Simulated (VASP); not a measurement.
Here is the system:

```xyz
2
Lattice="3.9869 0.0000 0.0000 0.0000 3.9869 0.0000 0.0000 0.0000 3.9869" Properties=species:S:1:pos:R:3 pbc="T T T"
Cs     0.0000     0.0000     0.0000
Br     1.9934     1.9934     1.9934
```

All values below come from PBEsol GGA, VASP's PBE PAW potentials (set 64) (plane waves; VASP 6.6.1). Settings: 500 eV cut-off, 7×7×7 Γ-centred mesh, Gaussian smearing of 0.050 eV, potentials Cs_sv Br.

Energy and stress use the plane-wave basis of the starting cell.

Task: The ions, cell shape and volume at an external pressure of 10.0 GPa are relaxed. Predict the relaxed structure.

Result: 
```xyz
2
Lattice="3.8534 0.0000 0.0000 0.0000 3.8534 0.0000 0.0000 0.0000 3.8534" Properties=species:S:1:pos:R:3 pbc="T T T"
Cs     0.0000     0.0000     0.0000
Br     1.9267     1.9267     1.9267
```
Space group Pm-3m (221), at a tolerance of 0.03 Å.

Task: How do energy and volume change from the first to the last step?

Result: The energy (σ→0) changes by +139.5 meV/atom and the volume by -9.7 %, in 3 ionic steps.

The compound is CsBr in the CsCl type structure. This run relaxes it under an external pressure of 10 GPa. Symmetry was kept, so distortions that lower it aren't found.
